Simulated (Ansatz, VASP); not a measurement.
**Cross-check of PtSe2 (Sudovikovite) between VASP and Ansatz**

Aim: how closely do two programs agree when they are given the same cell, functional and k mesh? The cell is taken from a series of runs on this material, whose earlier steps may have relaxed, scaled, displaced or heated it; both programs get it as it stands. Other levels of theory on this material are compared in a session of their own.

Calculated with Ansatz 0.2.0; plane waves, with VASP 6.6.1 beside it; relaxation of cell and atoms at PBE with D3(BJ).

### 1. Set-up

It takes space group P-3m1 (No. 164, trigonal). Conventional cell: a = 3.772 Å, b = 3.772 Å, c = 4.822 Å, α = 90.00°, β = 90.00°, γ = 120.00°. Nearest to Se lie 3 Pt at 2.53 Å. Nearest to Pt lie 6 Se at 2.53 Å. Farther neighbours and most contacts between anions are not listed.

Structure file:

```cif
data_structure
_symmetry_space_group_name_H-M 'P 1'
_symmetry_Int_Tables_number 1
_cell_length_a 3.7715
_cell_length_b 3.7715
_cell_length_c 4.8219
_cell_angle_alpha 90.000
_cell_angle_beta 90.000
_cell_angle_gamma 120.000
_cell_volume 59.40
loop_
_atom_site_label
_atom_site_type_symbol
_atom_site_fract_x
_atom_site_fract_y
_atom_site_fract_z
_atom_site_occupancy
Se1 Se 0.33333 0.66667 0.26552 1
Se2 Se 0.66667 0.33333 0.73448 1
Pt3 Pt 0.00000 0.00000 0.00000 1
```

### 2. VASP: relaxation of cell and atoms, PBE with D3(BJ)

The relaxed volume is the usual yardstick between codes: in a stiff, nearly cubic crystal its relative difference is about their pressure difference at one cell divided by the bulk modulus.

Lines of VASP's logs that name or quote its potential files are left out, and so is its time.

Contents of INCAR:

```
SYSTEM = PtSe2
PREC = Accurate
ENCUT = 500
EDIFF = 1E-07
NELM = 120
ISMEAR = 1
SIGMA = 0.2
LREAL = .FALSE.
ALGO = Normal
GGA = PE
IVDW = 12
NBANDS = 17
LASPH = .TRUE.
LORBIT = 11
LWAVE = .FALSE.
LCHARG = .FALSE.
ISIF = 3
IBRION = 2
NSW = 80
EDIFFG = -0.005
GGA_COMPAT = .FALSE.
NELMIN = 4
KPAR = 2
```

Contents of POSCAR:

```
PtSe2
1.0
    3.7715030000      0.0000000000      0.0000000000
   -1.8857520000      3.2662180000      0.0000000000
    0.0000000000      0.0000000000      4.8219230000
Se Pt
2 1
Direct
    0.3333333197      0.6666664626      0.2655212454
    0.6666667924      0.3333332313      0.7344789620
    0.0000000000      0.0000000000      0.0000000000
```

Contents of KPOINTS:

```
Automatic mesh
0
Gamma
15 15 10
0 0 0
```

The projector-augmented-wave data sets are Se and Pt (PBE family, release 64).

Launch:

```bash
$ mpirun -np 2 vasp_std
```

Numbers of over 12 decimals in the logs are rounded to 6 here.

What it wrote:

```text
[banner, memory and clock lines left out]
running    2 mpi-ranks, on    1 nodes
 distrk:  each k-point on    1 cores,    2 groups
 distr:  one band on    1 cores,    1 groups

 POSCAR found type information on POSCAR SePt
 POSCAR found :  2 types and       3 ions
 LDA part: xc-table for (Slater+PW92), standard interpolation
 POSCAR, INCAR and KPOINTS ok, starting setup
 FFT: planning ... GRIDC
 FFT: planning ... GRID_SOFT
 FFT: planning ... GRID
 WAVECAR not read
 entering main loop
       N       E                     dE             d eps       ncg     rms          rms(c)
DAV:   1     0.108757758474E+03    0.10876E+03   -0.99896E+03  8172   0.111E+03
DAV:   2    -0.102200890182E+02   -0.11898E+03   -0.11561E+03 10137   0.216E+02
DAV:   3    -0.148920331613E+02   -0.46719E+01   -0.46245E+01  9690   0.435E+01
DAV:   4    -0.149257665120E+02   -0.33733E-01   -0.33720E-01 10519   0.404E+00
DAV:   5    -0.149260985383E+02   -0.33203E-03   -0.33201E-03 10176   0.381E-01    0.121E+01
DAV:   6    -0.144253379477E+02    0.50076E+00   -0.45257E+00  8236   0.193E+01    0.777E+00
DAV:   7    -0.142112815836E+02    0.21406E+00   -0.85821E-01  8222   0.926E+00    0.381E+00
DAV:   8    -0.141979845228E+02    0.13297E-01   -0.55785E-02  8887   0.164E+00    0.828E-01
DAV:   9    -0.141954417261E+02    0.25428E-02   -0.79057E-03  9415   0.874E-01    0.189E-01
DAV:  10    -0.141955805569E+02   -0.13883E-03   -0.12259E-03  9491   0.222E-01    0.390E-02
DAV:  11    -0.141955845358E+02   -0.39788E-05   -0.44221E-05 10503   0.561E-02    0.256E-02
DAV:  12    -0.141955851817E+02   -0.64595E-06   -0.69640E-06  8787   0.198E-02    0.418E-03
DAV:  13    -0.141955853643E+02   -0.18254E-06   -0.87850E-07 11046   0.582E-03    0.151E-03
DAV:  14    -0.141955854097E+02   -0.45455E-07   -0.88571E-08  6686   0.225E-03
   1 F= -.15665882E+02 E0= -.15666182E+02  d E =-.156659E+02
[...]
2 F= -.15665890E+02 E0= -.15666191E+02  d E =-.773576E-05
[...]
3 F= -.15665890E+02 E0= -.15666191E+02  d E =-.785693E-05
[...]
4 F= -.15665895E+02 E0= -.15666197E+02  d E =-.511133E-05
 ZBRENT: can't locate minimum, use default step
 trial-energy change:   -0.000005  1 .order   -0.000005   -0.000006   -0.000005
 step:   1.4447(harm=  1.8689)  dis= 0.00108  next Energy=   -15.665905 (dE=-0.151E-04)
 bond charge predicted
       N       E                     dE             d eps       ncg     rms          rms(c)
DAV:   1    -0.141940980732E+02    0.40681E-03   -0.24269E-03  8127   0.310E-01    0.345E-02
DAV:   2    -0.141940845685E+02    0.13505E-04   -0.15208E-04  8948   0.106E-01    0.157E-02
DAV:   3    -0.141940802434E+02    0.43252E-05   -0.10220E-05 10275   0.313E-02    0.684E-03
DAV:   4    -0.141940789281E+02    0.13153E-05   -0.61034E-06  8678   0.151E-02    0.270E-03
DAV:   5    -0.141940789359E+02   -0.77891E-08   -0.27278E-07  8982   0.328E-03
   5 F= -.15665912E+02 E0= -.15666218E+02  d E =-.225320E-04
 curvature:  -1.79 expect dE=-0.196E-05 dE for cont linesearch -0.730E-06
 trial: gam= 0.02446 g(F)=  0.482E-08 g(S)=  0.109E-05 ort = 0.371E-05 (trialstep = 0.578E+00)
 search vector abs. value=  0.130E-05
 reached required accuracy - stopping structural energy minimisation
```

From OUTCAR (step 2):

```text
ion  position               nearest neighbor table
   1  0.333  0.667  0.266-   3 2.53   3 2.53   3 2.53
   2  0.667  0.333  0.734-   3 2.53   3 2.53   3 2.53
   3  0.000  0.000  0.000-   2 2.53   1 2.53   2 2.53   1 2.53   2 2.53   1 2.53

  LATTYP: Found a hexagonal cell.
 ALAT       =     3.7715030000
 C/A-ratio  =     1.2785149581

 Subroutine GETGRP returns: Found 12 space group operations
 (whereof 12 operations were pure point group operations)

The static configuration has the point symmetry D_3d.

 Found    238 irreducible k-points:

   k-points           NKPTS =    238   k-points in BZ     NKDIM =    238   number of bands    NBANDS=     17

   dimension x,y,z NGX =    28 NGY =   28 NGZ =   36
   dimension x,y,z NGXF=    56 NGYF=   56 NGZF=   72

   ENCUT  =  500.0 eV  36.75 Ry    6.06 a.u.   6.88  6.88  8.79*2*pi/ulx,y,z

   NELECT =      22.0000    total number of electrons

 k-points in reciprocal lattice and weights: Automatic mesh
   0.00000000  0.00000000  0.00000000       0.000
   0.06666667  0.00000000  0.00000000       0.003
   0.13333333  0.00000000  0.00000000       0.003
   0.20000000  0.00000000  0.00000000       0.003
   0.26666667  0.00000000  0.00000000       0.003
   0.33333333  0.00000000  0.00000000       0.003
   0.40000000  0.00000000  0.00000000       0.003
   0.46666667  0.00000000  0.00000000       0.003
   0.06666667  0.06666667  0.00000000       0.003
[...]
0.33333333  0.26666667  0.50000000       0.005
   0.33333333  0.33333333  0.50000000       0.001

 Edisp (eV)   -1.47139

 average (electrostatic) potential at core
       1 -52.5604       2 -52.5604       3 -68.2977

 E-fermi :   6.7147

 k-point     1 :       0.0000    0.0000    0.0000
  band No.  band energies     occupation
    ...
      6       2.9361      2.00000
      7       2.9361      2.00000
      8       4.2536      2.00000
      9       5.7200      2.00000
     10       5.7200      2.00000
     11       7.5140     -0.00000
     12       7.7871     -0.00000
     13       7.7871     -0.00000
     14      10.0810     -0.00000
     15      10.8357      0.00000
    ...

 k-point     2 :       0.0667    0.0000    0.0000
  band No.  band energies     occupation
    ...
      6       2.8738      2.00000
      7       2.9007      2.00000
      8       4.1510      2.00000
      9       5.4915      2.00000
     10       5.6401      2.00000
     11       7.0287     -0.04891
     12       7.8537     -0.00000
     13       8.1238     -0.00000
     14      10.4102     -0.00000
     15      11.1313      0.00000
    ...

 k-point     3 :       0.1333    0.0000    0.0000
  band No.  band energies     occupation
    ...
      7       2.8099      2.00000
      8       3.8404      2.00000
      9       5.0860      2.00000
     10       5.4145      2.00000
     11       6.4167      2.05616
     12       8.0405     -0.00000
     13       8.3509     -0.00000
     14      11.1222      0.00000
     15      11.8283      0.00000
     16      13.5021      0.00000
    ...

 Edisp (eV)   -1.47183

  Total       0.00058     0.00058    -0.00820    -0.00000     0.00000     0.00000
  in kB       0.01567     0.01567    -0.22137    -0.00000     0.00000     0.00000
  external pressure =       -0.06 kB  Pullay stress =        0.00 kB

  energy-cutoff  :      500.00
  volume of cell :       59.34
      direct lattice vectors                 reciprocal lattice vectors
     3.771361361  0.000000000 -0.000000000     0.265156240  0.153088040  0.000000000
    -1.885681181  3.266095337  0.000000000    -0.000000000  0.306175998 -0.000000000
    -0.000000000  0.000000000  4.817562469     0.000000000  0.000000000  0.207573852

 POSITION                                       TOTAL-FORCE (eV/Angst)
 -----------------------------------------------------------------------------------
      0.00000      2.17740      1.28052         0.000000      0.000000      0.000224
      1.88568      1.08870      3.53704        -0.000000     -0.000000     -0.000224
      0.00000      0.00000      0.00000        -0.000000     -0.000000     -0.000000
 -----------------------------------------------------------------------------------
    total drift:                               -0.000312      0.000312     -0.000326

  FREE ENERGIE OF THE ION-ELECTRON SYSTEM (eV)
  ---------------------------------------------------
  free  energy   TOTEN  =       -15.6659122261 eV

  energy  without entropy=      -15.6668283562  energy(sigma->0) =      -15.66621760

 reached required accuracy - stopping structural energy minimisation

 total charge
# of ion       s       p       d       tot
------------------------------------------
    1        1.489   2.216   0.070   3.775
    2        1.489   2.216   0.070   3.775
    3        0.673   0.672   8.027   9.372
--------------------------------------------------
tot          3.650   5.104   8.168  16.922

[... 3 further parts left out ...]
```

The run keeps the 12 symmetry operations of its start, so it cannot find a distortion of lower symmetry.

### 3. Ansatz: relaxation of cell and atoms, PBE with D3(BJ)

Ansatz runs on its PAW soft_1 files.

The same cell, functional, mesh and smearing now go to Ansatz, which takes its cutoff from its data sets.

Contents of input.yaml:

```yaml
crystal:
  lattice:
    - [3.7715032217, 0.0, 0.0]
    - [-1.8857516109, 3.2662176005, 0.0]
    - [0.0, 0.0, 4.8219232048]
  atoms:
    - { symbol: Se, position: [0.3333333333, 0.6666666667, 0.2655211388] }
    - { symbol: Se, position: [0.6666666667, 0.3333333333, 0.7344788612] }
    - { symbol: Pt, position: [0.0, 0.0, 0.0] }
kpoints:
  mp_grid: { grid: [15, 15, 10] }
hamiltonian:
  xc: pbe
  dispersion: d3bj
  pseudopotentials: { kind: paw, azcp: { folder: soft_1 } }
scf:
  occupations: { method: methfessel_paxton, width: 0.2 }
output:
  forces: true
  stress: true
  eigenvalues: true
relax:
  adjacent_minimum: "off"
  f_tol: 0.001
  max_steps: 60
  cell: { stress_tol: 0.01 }
```

Launch:

```bash
$ ansatz run input.yaml --threads 4 --pin off --max-ram 10240MiB --backend cpu --events-out ev --progress --plain --runs-dir out
```

What it wrote:

```text
Engine: ansatz 0.2.0, x86_64-unknown-linux-gnu
Pseudopotentials: kind: paw
Pseudopotential: Se, paw, valence charge 16, recommended cutoff 420 eV (normal), soft_1/Se.paw.azcp
Pseudopotential: Pt, paw, valence charge 18, recommended cutoff 420 eV (normal), soft_1/Pt.paw.azcp
Functional definition: PBE
  parameter kappa = 0.804
  parameter beta = 0.066725
  exchange = pbe_x(kappa = kappa, mu = beta*pi^2/3)
  correlation = pbe_c(beta = beta)
Crystal: 3 atoms, lattice volume = 59.399 Å³
Basis set: ecut = 420 eV, 1169 PW (Γ), exchange–correlation on 54×54×72 points (8 copies of the dense FFT grid, shifted against one another)
Bands: 30, of which v1, the nominal top of the filled ones, is band 25 counted from 1 (24 counted from 0)
Symmetry: 12 space group operations
Space group: P-3m1 (ITA 164), of the structure as read, at distance tolerance 3.9e-5 Å
k-points: 238 of 2250
Non-local potential: Se, projectors of the file, l = 0: 2, l = 1: 2, l = 2: 3, l = 3: 1
Non-local potential: Pt, projectors of the file, l = 0: 3, l = 1: 2, l = 2: 2, l = 3: 1
PAW form: soft (Blöchl's): semilocal exchange-correlation on the pseudo side does not see the compensation charge
PAW one-centre angular grid: Se, 590 points (default); XC on 64 Gauss nodes
PAW one-centre angular grid: Pt, 590 points (default); XC on 64 Gauss nodes
Initial density: superposition of atomic densities (chi_scale 0.1, normalization cell, long waves kept (reshape's long-wave potential 0.01 eV rms))
Initial wavefunctions: pseudopotential atomic-orbital guess
Functional: x = pbe(κ = 0.804, μ = 0.219515), c = pbe(β = 0.066725)
SCF iter   1: F=—  HF=-23465.587957 eV  |F-HF|=—  |Δ(HF+E_count)|=         —  Δρ=4.85e-2  dr2=6.83e-1  ethr=3.10e-3  ⟨swp⟩=5.0  Hψ=25872  notcnv=0
preconditioner: auto → Kerker (q_TF=auto, 2.651 Å⁻¹)  [metal: Δε(μ)=0.017 eV  Ē_g=10.044 eV  σ=0.200 eV  W_gap=0.07  n_scr=22 (ndim 8)  ℏωp=22.6 eV  f_vac=0.008  D(μ)=0.64/eV (n_scr^D=2)]
SCF iter   2: F=—  HF=-23465.486822 eV  |F-HF|=—  |Δ(HF+E_count)|=   1.01e-1  S|Δr|=    0.00e0  Δρ=2.49e-2  dr2=2.18e-1  ethr=1.37e-3  ⟨swp⟩=2.0  Hψ=10041  notcnv=0  defer=84
SCF iter   3: F=—  HF=-23465.451267 eV  |F-HF|=—  |Δ(HF+E_count)|=   3.56e-2  S|Δr|=    0.00e0  Δρ=8.37e-3  dr2=3.59e-2  ethr=4.35e-4  ⟨swp⟩=2.0  Hψ=7979  notcnv=0  defer=84
SCF iter   4: F=—  HF=-23465.445952 eV  |F-HF|=—  |Δ(HF+E_count)|=   5.31e-3  S|Δr|=    0.00e0  Δρ=1.56e-3  dr2=3.61e-3  ethr=7.17e-5  ⟨swp⟩=3.0  Hψ=13826  notcnv=0  defer=84
SCF iter   5: F=—  HF=-23465.445830 eV  |F-HF|=—  |Δ(HF+E_count)|=   1.22e-4  S|Δr|=    0.00e0  Δρ=8.18e-4  dr2=8.43e-4  ethr=7.22e-6  ⟨swp⟩=2.0  Hψ=12049  notcnv=0  defer=84
SCF iter   6: F=—  HF=-23465.445639 eV  |F-HF|=—  |Δ(HF+E_count)|=   1.90e-4  S|Δr|=    0.00e0  Δρ=3.01e-4  dr2=9.70e-5  ethr=1.69e-6  ⟨swp⟩=2.0  Hψ=12058  notcnv=0  defer=84
SCF iter   7: F=—  HF=-23465.445660 eV  |F-HF|=—  |Δ(HF+E_count)|=   2.12e-5  S|Δr|=    0.00e0  Δρ=7.47e-5  dr2=4.65e-6  ethr=1.94e-7  ⟨swp⟩=2.0  Hψ=9749  notcnv=0  defer=84
SCF iter   8: F=—  HF=-23465.445662 eV  |F-HF|=—  |Δ(HF+E_count)|=   1.85e-6  S|Δr|=    0.00e0  Δρ=3.32e-5  dr2=1.04e-6  ethr=9.31e-9  ⟨swp⟩=2.0  Hψ=12097  notcnv=0  defer=84
SCF iter   9: F=—  HF=-23465.445663 eV  |F-HF|=—  |Δ(HF+E_count)|=   4.41e-7  S|Δr|=    0.00e0  Δρ=1.26e-5  dr2=1.18e-7  ethr=2.08e-9  ⟨swp⟩=2.0  Hψ=9627  notcnv=0  defer=84
SCF iter  10: F=-23465.445663 eV  HF=-23465.445663 eV  |F-HF|=8.59e-9  |Δ(HF+E_count)|=   4.97e-8  S|Δr|=    0.00e0  Δρ=5.04e-6  dr2=1.37e-8  ethr=2.00e-10  ⟨swp⟩=5.8  Hψ=27620  notcnv=0
SCF 1 converged in 10 iterations: F = -23465.445663 eV  dr2 = 1.37e-8
  greatest PAW one-centre occupation: 1.000 electrons in one spin orbital (limit 2), on the Pt atom at site 2 (counted from 0), in its partial waves of l = 0
relax step   1: F+E_penalty+E_count = -23465.44566266 eV  Δ(F+E_penalty+E_count) = +0.000e0 eV  max|allowed force component| = 4.189e-4 eV/Å  Δτ_max = 0.0000 Å  P = -0.015 GPa  Ω = 59.399 Å³  (10 SCF iters, dr2 threshold 1.00e-7 eV, accepted)
[...]
relax step   2: F+E_penalty+E_count = -23465.44567646 eV  Δ(F+E_penalty+E_count) = -1.380e-5 eV  max|allowed force component| = 1.356e-3 eV/Å  Δτ_max = 0.0008 Å  P = +0.009 GPa  Ω = 59.360 Å³  energy of the carried Pulay correction = +9.863e-6 eV  (4 SCF iters, dr2 threshold 2.98e-9 eV, accepted)
[...]
relax step   3: F+E_penalty+E_count = -23465.44567407 eV  Δ(F+E_penalty+E_count) = +2.389e-6 eV  max|allowed force component| = 1.913e-3 eV/Å  Δτ_max = 0.0003 Å  P = +0.000 GPa  Ω = 59.367 Å³  energy of the carried Pulay correction = +7.390e-6 eV  (4 SCF iters, dr2 threshold 6.23e-10 eV, accepted)
[...]
relax step   4: F+E_penalty+E_count = -23465.44567523 eV  Δ(F+E_penalty+E_count) = -1.165e-6 eV  max|allowed force component| = 1.026e-4 eV/Å  Δτ_max = 0.0001 Å  P = -0.001 GPa  Ω = 59.366 Å³  energy of the carried Pulay correction = +7.747e-6 eV  (4 SCF iters, dr2 threshold 3.72e-10 eV, accepted)
[...]
relax step   5: F+E_penalty+E_count = -23465.44566716 eV  Δ(F+E_penalty+E_count) = +8.076e-6 eV  max|allowed force component| = 1.015e-4 eV/Å  Δτ_max = 0.0000 Å  P = -0.001 GPa  Ω = 59.366 Å³  stress off target by 9.47e-4 GPa  SCF on the basis re-selected at this cell (its energy is not comparable with the rows above)  (5 SCF iters)
basis re-selected at this cell: Δ(F+E_penalty+E_count) = +8.076e-6 eV, ΔP = +0.000 GPa vs the last step (what re-selecting the basis moved, of the pressure what is left beyond the Pulay correction that the steps carried, after the strain that the cell walked since its last selection, with what the two solves' SCF thresholds leave and, on support functions, any second-order correction that the steps lacked; it is no m [...]
SCF converged after 5 iterations
Stability not checked: this state was not tested for a lower state beside it, because cold or Methfessel-Paxton smearing, or corrected tetrahedra, fill the levels in a way that the test cannot read (fill_not_monotonic; see scf.lower_state_search)
Free energy (F): -23465.445667 eV
Harris-Foulkes:  -23465.445667 eV  (|F-HF|=1.46e-11)
Internal energy: -23465.446611 eV  (E = F + TS)
E sigma→0 (E₀):  -23465.445903 eV
Entropy (-TS):   0.000944 eV (0.315 meV/atom)
Fermi energy:    13.318008 eV
--- Per-component energies (eV) ---
  E_band       = -953.323449
  E_kinetic    = 817.937189
  E_local      = -6880.946350  (includes V_loc(G=0)·N_el)
  E_nonlocal   = -503.945247
  E_hartree    = 3380.993861
  E_xc         = -403.085200
  E_vxc        = -452.996352  (∫ρ·V_xc dr)
  E_paw        = -13744.676902  (= ΣΔE_a)
  E_vpaw       = -695.360784  (= ΣTr[D̂ρ^β])
  E_aug_tail   = 0.000371  (compensation charges beyond the density's cutoff)
  E_ewald      = -6130.252815
  E_disp       = -1.471517  (pairwise vdW)
  E_smearing   = 0.000944  (= −TS)
  E_closure    = 0.000000  (closes the sum)
  Σ components = -23465.445667   (vs F -23465.445667, Δ=0.00e0)
--- Forces (eV/Å), atoms counted from 1 ---
  atom   1  Se     0.00000000     0.00000000    -0.00010150
  atom   2  Se    -0.00000000    -0.00000000     0.00010150
  atom   3  Pt    -0.00000000     0.00000000     0.00000000
  max |Σ_I F_I| component: 2.31e-18 eV/Å
--- Stress (GPa, compression-positive) ---
       -0.000947       0.000000       0.000000
        0.000000      -0.000947       0.000000
        0.000000       0.000000      -0.000692
  P = ⅓ Tr σ = -0.0009 GPa (-0.009 kbar)
--- Band table (eV; the first three rows and the last of 238) ---
  k-point 0: bands = [... 21 lower, 10.8536, 12.3168, 12.3168, 14.1074, 14.3901, 14.3901, 16.6853, 17.4327, ... 1 higher]
  k-point 1: bands = [... 21 lower, 10.8483, 12.2293, 12.2293, 13.7954, 14.5177, 14.5177, 16.7855, 17.7397, ... 1 higher]
  k-point 2: bands = [... 21 lower, 10.8249, 12.0285, 12.0285, 13.0999, 14.8330, 14.8330, 17.0969, 18.3952, ... 1 higher]
  k-point 237: bands = [... 21 lower, 9.0425, 9.8822, 10.8475, 10.8475, 15.6655, 15.6655, 19.9101, 20.9341, ... 1 higher]
--- Relaxed structure (4 steps of the walk, 4 accepted, 1 SCFs on fresh bases) ---
  F+E_penalty+E_count = -23465.44566716 eV   max|allowed force component| = 1.015e-4 eV/Å   (the final SCF, on the basis selected at the relaxed cell)
  cell:  # Å, volume = 59.3665 Å³
    - [3.771865, 2.8870181859512547e-11, 0]
    - [-1.885933, 3.266531, 0]
    - [0, 1.150843212708791e-19, 4.818351]
  atoms:
    - { symbol: Se, position: [0.333333, 0.666667, 0.265643] }
    - { symbol: Se, position: [0.666667, 0.333333, 0.734357] }
    - { symbol: Pt, position: [0, 0, 0] }
```

### 4. Comparison

Known differences besides the potentials themselves: the data sets hold 50 valence electrons in Ansatz (on its PAW soft_1 files) and 22 in VASP; the cutoff is 420 eV in Ansatz and 500 eV in VASP; Ansatz adds a Pulay correction to the stress that steers its cell, VASP none. Total energies have different zeros and are not compared.

The two programs side by side:

| quantity | Ansatz | VASP | difference |
| --- | --- | --- | --- |
| volume (Å³) | 59.37 | 59.34 | +0.04 % |
| edge a after relaxation, in the typed setting (Å) | 3.772 | 3.771 | +0.01 % |
| edge c after relaxation, in the typed setting (Å) | 4.818 | 4.818 | +0.02 % |

### 5. Summary of results

| Item | Value |
| --- | --- |
| difference in volume (relaxation of cell and atoms, PBE with D3(BJ)) | 0.043 % |

**Reading.** The difference in volume is 0.043 % (relaxation of cell and atoms, PBE with D3(BJ)), within the 1.2 % picked in this series as the mark of a large difference, as far as the stopping tolerances let one tell. The data sets hold unlike numbers of valence electrons (50 in Ansatz and 22 in VASP), so part of the differences comes from the potentials. 7 further runs of this series are not shown here. How closely two codes agree says nothing of how well the functional describes the real material.

[Lines on the potential files, build, host, timing and source positions are cut from VASP's logs without a mark.]

[Logs are printed without paths, hosts, clocks, repeated set-up lines and the standing remarks that a program may print on its own settings, such as how far it seeks lower states.]

[Hosts, paths, dates, database ids (printed as entryN), source tags and the programs' standing remarks are cut or masked in the printed files.]
